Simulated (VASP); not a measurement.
Here is the system:

```
CELL_PARAMETERS angstrom
      3.65147     0.00000     0.00000
      0.00000     3.65147     0.00000
      0.00000     0.00000     3.65147
ATOMIC_POSITIONS crystal
  Fe 0.00000 0.00000 0.00000
  Ni 0.00000 0.50000 0.50000
  Ni 0.50000 0.00000 0.50000
  Ni 0.50000 0.50000 0.00000
```
Starting moments (μB, in the order of the record's atoms Fe Ni Ni Ni): 3.0 0.7 0.7 0.7.

Calculation: RPBE GGA, VASP's PBE PAW potentials (set 64) (plane waves; VASP). Numerical set-up: 520 eV cut-off, 9×9×9 Γ-centred mesh, first-order Methfessel-Paxton smearing of 0.10 eV, potentials Fe Ni.

**Question.** Give the stress tensor in GPa (positive for a compressed cell).

**Answer.** 
```
-8.78   0.00   0.00
 0.00  -8.78   0.00
 0.00   0.00  -8.78
```
The pressure is its mean diagonal, -8.78 GPa.

The compound is Ni3Fe in the L1_2 structure. This cell is one point of a volume scan, at 1.06 of the reference volume.
